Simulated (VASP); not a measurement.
Calculation: PBE GGA, VASP's PBE PAW potentials (set 64) (plane waves; VASP).

VASP input:

### INCAR
```
SYSTEM = MgB2
PREC = Accurate
ENCUT = 600
EDIFF = 1E-7
NELM = 100
ALGO = Normal
LREAL = .FALSE.
LASPH = .TRUE.
ISMEAR = 1
SIGMA = 0.1
GGA = PE
LWAVE = .FALSE.
LCHARG = .FALSE.
ISIF = 2
```

**POSCAR**
```
MgB2
1
    1.4794247585    -2.5624383736     0.0000000000
    1.4794247585     2.5624383736     0.0000000000
    0.0000000000     0.0000000000     3.5031296130
Mg B
1 2
Direct
  1.0000000000   1.0000000000   0.0000000000
  0.3333330000   0.6666670000   0.5000000000
  0.6666670000   0.3333330000   0.5000000000
```

### KPOINTS
```
Automatic mesh
0
Gamma
10 10 8
0 0 0
```

POTCAR, in this order: Mg B (PBE.64 set). Program: vasp_std.

### Question
Predict the energy per atom (σ→0), pressure, band gap (on the k-mesh).

### Answer

```yaml
energy per atom (σ→0): -5.061 eV/atom
band gap (on the k-mesh): none (metal, semimetal or under 0.01 eV)
pressure: 16.15 GPa
```

OSZICAR:
```
...
DAV:   7    -0.151890542862E+02    0.27792E+00   -0.13162E+00  1368   0.635E+00    0.859E-01
DAV:   8    -0.151885271960E+02    0.52709E-03   -0.73556E-02  1224   0.195E+00    0.275E-01
DAV:   9    -0.151834975419E+02    0.50297E-02   -0.16803E-02  1216   0.733E-01    0.532E-02
DAV:  10    -0.151834728717E+02    0.24670E-04   -0.98241E-04  1560   0.208E-01    0.226E-02
DAV:  11    -0.151834545922E+02    0.18279E-04   -0.11190E-04  1216   0.683E-02    0.249E-03
DAV:  12    -0.151834543730E+02    0.21919E-06   -0.23181E-06  1328   0.117E-02    0.616E-04
DAV:  13    -0.151834543773E+02   -0.43217E-08   -0.32409E-08  1112   0.172E-03
   1 F= -.15183454E+02 E0= -.15183570E+02  d E =0.346640E-03
```

The compound is MgB2 in the AlB2 type structure. This cell was strained or had an atom moved on purpose.
